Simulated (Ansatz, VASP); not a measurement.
# RhPb in two plane-wave programs, part 3 of 3

One calculation is typed for both programs; each brings its own data sets. How far apart do they land? The cell is taken from a series of runs on this material, whose earlier steps may have relaxed, scaled, displaced or heated it; both programs get it as it stands.

VASP 6.6.1 and Ansatz 0.2.0.

So far: The starting structure; VASP: zone-centre phonons, PBEsol.

## 3. Ansatz: zone-centre phonons, PBEsol

Level of this step: Ansatz beside VASP: Kohn-Sham DFT, plane waves, PBEsol (Ansatz).

Ansatz runs on its default PAW (the set named soft_2) files.

The same cell, functional, mesh and smearing now go to Ansatz, which takes its cutoff from its data sets.

Input file input.yaml:

```yaml
crystal:
  lattice:
    - [5.6625619152, 0.0, 0.0]
    - [-2.8312809576, 4.903922469, 0.0]
    - [0.0, 0.0, 4.4426373385]
  atoms:
    - { symbol: Rh, position: [0.5, 0.0, 0.0] }
    - { symbol: Rh, position: [0.5, 0.5, 0.0] }
    - { symbol: Rh, position: [0.0, 0.5, 0.0] }
    - { symbol: Pb, position: [0.3333333333, 0.6666666667, 0.5] }
    - { symbol: Pb, position: [0.6666666667, 0.3333333333, 0.5] }
    - { symbol: Pb, position: [0.0, 0.0, 0.0] }
kpoints:
  mp_grid: { grid: [6, 6, 8] }
hamiltonian:
  xc: pbesol
scf:
  occupations: { method: methfessel_paxton, width: 0.15 }
output:
  eigenvalues: true
phonons:
  method: dfpt
```

Run with:

```sh
$ ansatz run input.yaml --threads 16 --pin off --max-ram 61440MiB --backend cuda --events-out ev --progress --plain --runs-dir out
```

Numbers of over 12 decimals in the logs are rounded to 6 here.

What it wrote:

```text
zone centre: on kpoints.mp_grid the ground state, and the responses unless they are solved on pairs of k-points, stand on 65 of the mesh's 288 k-points, reduced under 4 symmetry operations, with k and −k counted as one. Each operation leaves every solved displacement unchanged or reverses it
Engine: ansatz 0.2.0, aarch64-unknown-linux-gnu
Pseudopotentials: kind: paw
Pseudopotential: Rh, paw, valence charge 17, recommended cutoff 420 eV (normal), Rh.paw.azcp
Pseudopotential: Pb, paw, valence charge 14, recommended cutoff 420 eV (normal), Pb.paw.azcp
Functional definition: PBEsol
  exchange = pbesol_x
  correlation = pbesol_c
device memory: the entry about to start is reckoned to put 6.6 GiB on a device that reports 182.5 GiB free
GPU FFT provider: cuFFT
GPU libraries: cuBLAS 13.8.1, cuFFT 12.4.0, cuSOLVER 12.3.2
GPU matrix products: emulated (plane waves: as basis.precision tells), large ones in fixed point in workspaces of 1.00 GiB
Crystal: 6 atoms, lattice volume = 123.367 Å³
Basis set: ecut = 420 eV, 2391 PW (Γ), exchange–correlation on 80×80×60 points (8 copies of the dense FFT grid, shifted against one another)
Bands: 56, of which v1, the nominal top of the filled ones, is band 47 counted from 1 (46 counted from 0)
Symmetry: 24 space group operations
k-points: 65 of 288 (irreducible under 4 space group operations, time reversal used)
Non-local potential: Rh, projectors of the file, l = 0: 3, l = 1: 2, l = 2: 2, l = 3: 1
Non-local potential: Pb, projectors of the file, l = 0: 2, l = 1: 2, l = 2: 2, l = 3: 2
PAW form: soft (Blöchl's): semilocal exchange-correlation on the pseudo side does not see the compensation charge
PAW frozen core: Rh, regenerated for the run's functional, and the local potential with it (the file was generated under x = pbe(κ = 0.804, μ = 0.219515), c = pbe(β = 0.066725))
PAW frozen core: Pb, regenerated for the run's functional, and the local potential with it (the file was generated under x = pbe(κ = 0.804, μ = 0.219515), c = pbe(β = 0.066725))
PAW one-centre angular grid: Rh, 590 points (default); XC on 64 Gauss nodes
PAW one-centre angular grid: Pb, 590 points (default); XC on 64 Gauss nodes
Initial density: superposition of atomic densities (neutral atoms: chi_scale 0, normalization atom), corrected by the library's trained network
Initial wavefunctions: pseudopotential atomic-orbital guess
GPU buffer pool allocated for 48000 grid points (all kernels)
GPU transforms: local potential and band sums: pruned to the plane-wave sphere, on 40×40×30
Functional: x = pbesol(κ = 0.804, μ = 0.123457), c = pbesol(β = 0.046)
SCF iter   1: F=—  HF=-54281.525435 eV  |F-HF|=—  |Δ(HF+E_count)|=         —  Δρ=8.20e-3  dr2=8.74e-2  ethr=1.77e-3  ⟨swp⟩=8.7  Hψ=15986  notcnv=0
preconditioner: auto → LDOS  [metal: Δε(μ)=0.023 eV  Ē_g=12.729 eV  σ=0.150 eV  W_gap=0.13  n_scr=32 (ndim 8)  ℏωp=27.8 eV  f_vac=0.034  D(μ)=2.35/eV (n_scr^D=8)  β→1.0]
SCF iter   2: F=—  HF=-54281.528029 eV  |F-HF|=—  |Δ(HF+E_count)|=   2.59e-3  S|Δr|=    0.00e0  Δρ=8.12e-3  dr2=8.81e-2  ethr=9.39e-5  ⟨swp⟩=2.0  Hψ=7482  notcnv=0  defer=22
SCF iter   3: F=—  HF=-54281.511081 eV  |F-HF|=—  |Δ(HF+E_count)|=   1.69e-2  S|Δr|=    0.00e0  Δρ=1.21e-3  dr2=1.40e-3  ethr=9.39e-5  ⟨swp⟩=2.0  Hψ=4670  notcnv=0  defer=22
SCF iter   4: F=—  HF=-54281.511028 eV  |F-HF|=—  |Δ(HF+E_count)|=   5.33e-5  S|Δr|=    0.00e0  Δρ=1.25e-4  dr2=1.43e-5  ethr=1.51e-6  ⟨swp⟩=2.0  Hψ=4742  notcnv=0  defer=22
SCF iter   5: F=—  HF=-54281.510523 eV  |F-HF|=—  |Δ(HF+E_count)|=   5.05e-4  S|Δr|=    0.00e0  Δρ=2.82e-5  dr2=7.83e-7  ethr=1.54e-8  ⟨swp⟩=2.0  Hψ=5839  notcnv=0  defer=15
SCF iter   6: F=—  HF=-54281.510524 eV  |F-HF|=—  |Δ(HF+E_count)|=   5.45e-7  S|Δr|=    0.00e0  Δρ=1.08e-5  dr2=1.60e-7  ethr=8.42e-10  ⟨swp⟩=2.0  Hψ=5816  notcnv=0  defer=15
SCF iter   7: F=—  HF=-54281.510524 eV  |F-HF|=—  |Δ(HF+E_count)|=   4.79e-9  S|Δr|=    0.00e0  Δρ=2.68e-6  dr2=9.97e-9  ethr=1.72e-10  ⟨swp⟩=2.0  Hψ=5754  notcnv=0  defer=15
SCF iter   8: F=—  HF=-54281.510524 eV  |F-HF|=—  |Δ(HF+E_count)|=   3.86e-9  S|Δr|=    0.00e0  Δρ=6.92e-7  dr2=1.27e-9  ethr=1.07e-11  ⟨swp⟩=2.0  Hψ=5767  notcnv=0  defer=15
SCF iter   9: F=—  HF=-54281.510524 eV  |F-HF|=—  |Δ(HF+E_count)|=  1.46e-11  S|Δr|=    0.00e0  Δρ=2.22e-7  dr2=5.78e-11  ethr=1.36e-12  ⟨swp⟩=2.0  Hψ=4837  notcnv=0  defer=15
SCF iter  10: F=-54281.510524 eV  HF=-54281.510524 eV  |F-HF|=0.00e0  |Δ(HF+E_count)|=  2.91e-11  S|Δr|=    0.00e0  Δρ=5.52e-8  dr2=3.72e-12  ethr=1.00e-12  ⟨swp⟩=14.6  Hψ=28459  notcnv=0
SCF 1 converged in 10 iterations: F = -54281.510524 eV  dr2 = 3.72e-12
  greatest PAW one-centre occupation: 1.000 electrons in one spin orbital (limit 2), on the Rh atom at site 2 (counted from 0), in its partial waves of l = 0
device memory: the entry about to start is reckoned to put 0.1 GiB (of the 0.3 GiB reckoned in all, the device holds 0.3 GiB already) on a device that reports 182.3 GiB free
concurrent solve slots: 12 of 16 are kept, ahead of what memory takes: no pass of the eigensolver takes more rounds on 12
device memory: the entry about to start is reckoned to put 8.3 GiB on a device that reports 182.3 GiB free
NSCF: frozen V_eff on 35 k-points
WARN: eigensolver did not converge in 2 slots of this pass, the one above among them; of largest residual over every band (k=33): 1 band(s) unlocked (lowest unlocked band 55, counted from 0; max residual 4.87e-5 eV among the unlocked bands, 4.87e-5 eV over every band); of lowest unlocked band (k=33): band 55
concurrent solve slots: 12 of 16 are kept, ahead of what memory takes: no pass of the eigensolver takes more rounds on 12
device memory: the entry about to start is reckoned to put 8.3 GiB on a device that reports 182.3 GiB free
NSCF: frozen V_eff on 35 k-points
device memory: the entry about to start is reckoned to put 12.1 GiB (of the 12.2 GiB reckoned in all, the device holds 0.1 GiB already) on a device that reports 182.1 GiB free
DFPT response loops at q = (0, 0, 0) (fractional): preconditioner auto → Kerker (q_TF=auto, 2.603 Å⁻¹) (partly filled bands, converged f_vac=0.036); β = 1.00, the filter's whole step (`scf.mixing.beta` (0.50) is not read by the response loops under this deck's `scf.mixing.preconditioner`; to damp them name `kerker` or `kerker_dos`, under which they read `scf.mixing.beta`, and type it under 1.00, their step now; both keys bind the ground state too); Anderson in place of MSR1; while a model of the screening serves, it and β = 1 on shorter waves in the place of filter and β
SCF converged after 10 iterations
Stability not checked: this state was not tested for a lower state beside it, because cold or Methfessel-Paxton smearing, or corrected tetrahedra, fill the levels in a way that the test cannot read (fill_not_monotonic; see scf.lower_state_search)
Free energy (F): -54281.510524 eV
Harris-Foulkes:  -54281.510524 eV  (|F-HF|=0.00e0)
Internal energy: -54281.510569 eV  (E = F + TS)
E sigma→0 (E₀):  -54281.510535 eV
Entropy (-TS):   0.000046 eV (0.008 meV/atom)
Fermi energy:    15.360133 eV
--- Per-component energies (eV) ---
  E_band       = -505.942962
  E_kinetic    = 2607.780160
  E_local      = -9869.293192  (includes V_loc(G=0)·N_el)
  E_nonlocal   = 2137.211955
  E_hartree    = 3851.802399
  E_xc         = -1317.363941
  E_vxc        = -1231.313071  (∫ρ·V_xc dr)
  E_paw        = -41358.923959  (= ΣΔE_a)
  E_vpaw       = -1853.936036  (= ΣTr[D̂ρ^β])
  E_aug_tail   = 0.002577  (compensation charges beyond the density's cutoff)
  E_ewald      = -10333.741517
  E_core_change = 1.014949  (= ΣΔE_core)
  E_smearing   = 0.000046  (= −TS)
  E_closure    = -0.000000  (closes the sum)
  Σ components = -54281.510524   (vs F -54281.510524, Δ=0.00e0)
--- Band table (eV; the first three rows and the last of 65) ---
  k-point 0: bands = [... 43 lower, 14.4849, 14.5215, 14.5215, 15.3511, 16.0394, 17.4404, 17.4404, 18.4107, ... 5 higher]
  k-point 1: bands = [... 43 lower, 14.4886, 14.4991, 14.4991, 15.4325, 16.0396, 17.1305, 17.1305, 17.7408, ... 5 higher]
  k-point 2: bands = [... 43 lower, 14.4547, 14.4963, 14.4963, 15.3648, 16.0402, 16.2722, 16.2722, 16.7910, ... 5 higher]
  k-point 64: bands = [... 43 lower, 14.2372, 14.2943, 14.5425, 14.7564, 14.9335, 16.0201, 17.9048, 17.9195, ... 5 higher]
--- Phonons (Γ-DFPT): 7 representative perturbations + reference (Σ response iterations 37) ---
  ASR residual: 5.184e-5 → 0.000e0 eV/Å²; symmetrization residual: 1.059e-9 eV/Å²
  ASR residual per site (eV/Å²): 5.18e-5 5.01e-5 5.01e-5 6.02e-6 6.02e-6 1.21e-5
  Γ frequencies (cm⁻¹): -87.73 0.00 0.00 0.00 57.73 74.69 74.69 96.58 96.58 113.16 113.16 121.90 121.90 135.55 192.77 192.86 192.86 222.94
  non-analytic LO–TO correction: not included (Born effective charges unavailable; polar crystals: no LO–TO splitting at Γ)
```

## 4. Side by side

Known differences besides the potentials themselves: the data sets hold 93 valence electrons in Ansatz (on its default PAW (the set named soft_2) files) and 87 in VASP; the cutoff is 420 eV in Ansatz and 500 eV in VASP; Ansatz makes its cores anew for this functional, VASP keeps those of its PBE data sets. Total energies have different zeros and are not compared.

Zone-centre modes by rising frequency (cm⁻¹; imaginary ones negative):

| program | modes |
| --- | --- |
| Ansatz | -87.7, 0.0, 0.0, 0.0, 57.7, 74.7, 74.7, 96.6, 96.6, 113.2, 113.2, 121.9, 121.9, 135.6, 192.8, 192.9, 192.9, 222.9 |
| VASP | -88.1, -0.1, -0.1, -0.1, 56.9, 74.4, 74.4, 96.3, 96.3, 113.0, 113.0, 122.2, 122.2, 135.6, 192.9, 192.9, 193.4, 222.8 |

The two lists differ in the order or number of single and degenerate modes, so they aren't paired one by one; the r.m.s. figure in the results sets the two lists side by side in order.

## 5. Outcome

| Item | Value |
| --- | --- |
| r.m.s. difference of the optical zone-centre modes, each program's sorted by frequency (zone-centre phonons, PBEsol) | 0.33 cm⁻¹ |

In words: The r.m.s. difference of the optical zone-centre modes, each program's sorted by frequency is 0.33 cm⁻¹ (zone-centre phonons, PBEsol). The data sets hold unlike numbers of valence electrons (93 in Ansatz and 87 in VASP), so part of the differences comes from the potentials. How closely two codes agree says nothing of how well the functional describes the real material.

[Lines on the potential files, build, host, timing and source positions are cut from VASP's logs without a mark.]

[Logs are printed without paths, hosts, clocks, repeated set-up lines and the standing remarks that a program may print on its own settings, such as how far it seeks lower states.]

[Hosts, paths, dates, database ids (printed as entryN), source tags and the programs' standing remarks are cut or masked in the printed files.]
